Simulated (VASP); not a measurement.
A convergence study with VASP on InAs (zinc blende): one setting is varied, all else stays as given below, so the limit is that of these other settings. Each run relaxes cell and ions from the cell shown.

```
InAs
1.0
    0.00000     3.03000     3.03000
    3.03000     0.00000     3.03000
    3.03000     3.03000     0.00000
In As
1 1
Direct
  0.00000   0.00000   0.00000
  0.25000   0.25000   0.25000
```

Method: LDA (Ceperley-Alder, Perdew-Zunger), VASP's LDA PAW potentials (set 64) (plane waves; VASP). The tightest run used: 550 eV cut-off, 12×12×12 Γ-centred mesh, Gaussian smearing of 0.050 eV, potentials In_d As.

### Question
The settings run are 2×2×2 mesh; 3×3×3 mesh; 4×4×4 mesh; 5×5×5 mesh; 6×6×6 mesh; 7×7×7 mesh; 8×8×8 mesh; 9×9×9 mesh; 10×10×10 mesh; 11×11×11 mesh; 12×12×12 mesh. From which on does the relaxed volume stay within 0.05 Å³/atom of the tightest run?

### Answer
From 6×6×6 mesh on: it is off by 0.035 there and by no more than 0.05 in any finer run, while 5×5×5 mesh is off by 0.089.
| setting | relaxed volume (Å³/atom) | E (eV/atom) | irreducible k-points | difference judged (Å³/atom) |
|---|---|---|---|---|
| 2×2×2 mesh | 31.296 | -3.5854 | 3 | 3.869 |
| 3×3×3 mesh | 28.271 | -4.2786 | 4 | 0.843 |
| 4×4×4 mesh | 27.684 | -4.4422 | 8 | 0.256 |
| 5×5×5 mesh | 27.517 | -4.4890 | 10 | 0.089 |
| 6×6×6 mesh | 27.462 | -4.5046 | 16 | 0.035 |
| 7×7×7 mesh | 27.442 | -4.5105 | 20 | 0.014 |
| 8×8×8 mesh | 27.435 | -4.5129 | 29 | 0.007 |
| 9×9×9 mesh | 27.430 | -4.5140 | 35 | 0.002 |
| 10×10×10 mesh | 27.429 | -4.5145 | 47 | 0.001 |
| 11×11×11 mesh | 27.427 | -4.5148 | 56 | 0.000 |
| 12×12×12 mesh | 27.428 | -4.5150 | 72 | 0.000 |

Left out are rungs that failed or repeat a setting and relaxations that didn't move; long series are thinned to 24 rows.

The compound is InAs in the zinc blende structure.
